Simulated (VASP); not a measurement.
Data:

```yaml
crystal:
  lattice:
    - [0.00000, 2.57000, 2.57000]
    - [2.57000, 0.00000, 2.57000]
    - [2.57000, 2.57000, 0.00000]
  atoms:
    - { symbol: Li, position: [0.00000, 0.00000, 0.00000] }
    - { symbol: Cl, position: [0.50000, 0.50000, 0.50000] }
```

The numbers are results of PBE GGA, VASP's PBE PAW potentials (set 64) (plane waves; VASP), not measurements. Run with 520 eV cut-off, 11×11×11 Γ-centred mesh, Gaussian smearing of 0.010 eV, potentials Li_sv Cl.

Q: Predict the energy per atom (σ→0).

A: 
| Property | Result |
|---|---|
| energy per atom (σ→0) | -3.693 eV/atom |

Only differences to runs with the same potentials and settings are physical.

The compound is LiCl in the rock salt structure. The cell was not relaxed at this level.
